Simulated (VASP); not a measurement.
Input:

```yaml
crystal:
  lattice:
    - [0.00000, 2.02709, 2.02709]
    - [2.02709, 0.00000, 2.02709]
    - [2.02709, 2.02709, 0.00000]
  atoms:
    - { symbol: Fe, position: [0.00000, 0.00000, 0.00000], spin: 1.1 }
    - { symbol: B, position: [0.50000, 0.50000, 0.50000], spin: -0.1 }
```

Level of theory: PBEsol GGA, VASP's PBE PAW potentials (set 64) (plane waves; VASP 6.6.1). Numerical set-up: 520 eV cut-off, 17×17×17 Γ-centred mesh, tetrahedra with Blöchl corrections, potentials Fe B.

Question: The job: FeB (relaxed from the rock salt structure, space group Fm-3m), 2 atoms, PBEsol, static run, 520 eV, 17×17×17 Γ-centred mesh. Roughly how much core time does it take on a busy server core?

Answer: About 3 core-minutes (one run on a shared machine, a rough figure). It had 165 irreducible k-points, 10 bands, up to 462 plane waves and 16 electronic steps.

The structure was generated: FeB was put into the rock salt type (Fm-3m), which need not be its known phase. It was relaxed first, which changed the volume by -34 %.
